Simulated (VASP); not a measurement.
Input:

```xyz
2
Lattice="0.0000 2.1679 2.1679 2.1679 0.0000 2.1679 2.1679 2.1679 0.0000" Properties=species:S:1:pos:R:3 pbc="T T T"
Ti     0.0000     0.0000     0.0000
C      2.1679     2.1679     2.1679
```

Computed with PW91 GGA, VASP's PBE PAW potentials (set 64) (plane waves; VASP). Numerical set-up: 520 eV cut-off, 16×16×16 Γ-centred mesh, tetrahedra with Blöchl corrections, potentials Ti_sv C.

Problem. What does the run give for the energy per atom (σ→0), band gap (on the k-mesh) with the smallest direct gap where there is one?

Solution. 
```
Item                                                        Result
------------------------  ----------------------------------------
band gap (on the k-mesh)  none (metal, semimetal or under 0.01 eV)
energy per atom (σ→0)                               -9.360 eV/atom
```

The compound is TiC in the rock salt structure. It was relaxed first.
